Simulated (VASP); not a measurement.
An input for Quantum ESPRESSO's pw.x (written as the equivalent of a VASP run, and not itself run):

```
&CONTROL
  calculation = 'scf'
  pseudo_dir = './pseudo'
  outdir = './out'
  tprnfor = .true.
  tstress = .true.
/
&SYSTEM
  ibrav = 0
  nat = 2
  ntyp = 2
  ecutwfc = 74
  occupations = 'tetrahedra'
  input_dft = 'pbe'
  vdw_corr = 'grimme-d3'
  dftd3_version = 4
  dftd3_threebody = .false.
/
&ELECTRONS
  conv_thr = 7.3e-09
  electron_maxstep = 100
/
ATOMIC_SPECIES
  K 39.098 K.upf
  Br 79.904 Br.upf
CELL_PARAMETERS angstrom
     0.0000000    3.2884529    3.2884529
     3.2884529   -0.0000000    3.2884529
     3.2884529    3.2884529   -0.0000000
ATOMIC_POSITIONS crystal
  K    0.0000000  0.0000000  0.0000000
  Br   0.5000000  0.5000000  0.5000000
K_POINTS automatic
  8 8 8 0 0 0
```

Task: Translate this input to VASP (INCAR, KPOINTS, POSCAR, choice of POTCAR).

Result: This is not unique; one that fits is 
POSCAR:
```
KBr
1
    0.0000000000     3.2884528576     3.2884528576
    3.2884528576    -0.0000000000     3.2884528576
    3.2884528576     3.2884528576    -0.0000000000
K Br
1 1
Direct
  0.0000000000   0.0000000000   0.0000000000
  0.5000000000   0.5000000000   0.5000000000
```

### KPOINTS
```
Automatic mesh
0
Gamma
8 8 8
0 0 0
```

**INCAR**
```
ISMEAR  =  -5
PREC  =  Accurate
ENCUT  =  520
LASPH  =  .TRUE.
SYSTEM  =  KBr
LREAL  =  .FALSE.
EDIFF  =  1E-7   # SCF stop (eV)
ISIF  =  2
ALGO  =  Normal
LCHARG  =  .TRUE.
IVDW  =  12   # D3, Becke-Johnson
LWAVE  =  .FALSE.
LORBIT  =  11   # lm-projected
LMAXMIX  =  4   # l cut-off of mixed one-centre charges
GGA  =  PE   # PBE
NELM  =  100   # most electronic steps
NEDOS  =  601
```

POTCAR, in this order: K_sv Br (PBE.64 set). Program: vasp_std.

The two are equivalent in intent, not identical: the potentials are each code's own (VASP's PAW set, PseudoDojo norm-conserving files in pw.x), so ENCUT and ecutwfc are chosen apart and not converted; conv_thr bounds pw.x's estimated SCF error, while EDIFF bounds the energy change between steps.

The compound is KBr in the rock salt structure. It was relaxed first.
